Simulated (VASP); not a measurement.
Here is the system:

```
CELL_PARAMETERS angstrom
      3.09741     0.00000     0.00000
      0.00000     3.09741     0.00000
      0.00000     0.00000     3.09741
ATOMIC_POSITIONS crystal
  Zn 0.50000 0.50000 0.50000
  Au 0.00000 0.00000 0.00000
```

Level of theory: PBEsol GGA, VASP's PBE PAW potentials (set 64) (plane waves; VASP 6.6.1). Numerical set-up: 520 eV cut-off, 12×12×12 Γ-centred mesh, first-order Methfessel-Paxton smearing of 0.10 eV, potentials Zn Au.

Unless said otherwise, spin-orbit coupling is left out, though it shifts the bands of the heavy elements here.

Q: Predict the energy per atom (σ→0), pressure, band gap (on the k-mesh) with the smallest direct gap where there is one.

A: 
```json
{
  "band gap (on the k-mesh)": "none (metal, semimetal or under 0.01 eV)",
  "energy per atom (σ→0)": "-2.971 eV/atom",
  "pressure": "4.81 GPa"
}
```

The compound is AuZn in the CsCl type structure. This cell is one point of a volume scan, at 0.97 of the reference volume. The electron count is odd and the run is not spin-polarised, which forces a metal.
